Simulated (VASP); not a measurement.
Input:

```yaml
crystal:
  lattice:
    - [2.79267, 0.00000, 0.00000]
    - [0.00000, 2.79267, 0.00000]
    - [0.00000, 0.00000, 2.79267]
  atoms:
    - { symbol: Ga, position: [0.50000, 0.50000, 0.50000] }
    - { symbol: Co, position: [0.00000, 0.00000, 0.00000] }
```

Method: PBE GGA with D3 dispersion (Becke-Johnson damping), VASP's PBE PAW potentials (set 64) (plane waves; VASP 6.6.1). Settings: 520 eV cut-off, 13×13×13 Γ-centred mesh, first-order Methfessel-Paxton smearing of 0.10 eV, potentials Ga_d Co.

### Question
Give the stress tensor in GPa (positive for a compressed cell).

### Answer

```
13.82   0.00   0.00
 0.00  13.82   0.00
 0.00   0.00  13.82
```
The pressure is its mean diagonal, 13.82 GPa.

The compound is CoGa in the CsCl type structure. This cell is one point of a volume scan, at 0.94 of the reference volume. The run is not spin-polarised, so no magnetic state was tried.
